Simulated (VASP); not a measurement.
Input:

```yaml
crystal:
  lattice:
    - [0.00000, 3.22411, 3.22411]
    - [3.22411, 0.00000, 3.22411]
    - [3.22411, 3.22411, 0.00000]
  atoms:
    - { symbol: Na, position: [0.25000, 0.25000, 0.25000] }
    - { symbol: Na, position: [0.75000, 0.75000, 0.75000] }
    - { symbol: S, position: [0.00000, 0.00000, 0.00000] }
```

Method: TPSS meta-GGA, VASP's PBE PAW potentials (set 64) (plane waves; VASP 6.6.1). Settings: 520 eV cut-off, 6×6×6 Γ-centred mesh, Gaussian smearing of 0.050 eV, potentials Na_pv S.

Q: Predict the energy per atom (σ→0), pressure, band gap (on the k-mesh) with the smallest direct gap where there is one.

A: 
```json
{
  "band gap (on the k-mesh)": "2.84 eV",
  "smallest direct gap (on the k-mesh)": "2.84 eV",
  "energy per atom (σ→0)": "-7.379 eV/atom",
  "pressure": "1.94 GPa"
}
```

Total energies compare only between runs with the same potentials, cut-off and functional.

The compound is Na2S in the antifluorite structure. This cell is one point of a volume scan, at 0.94 of the reference volume.
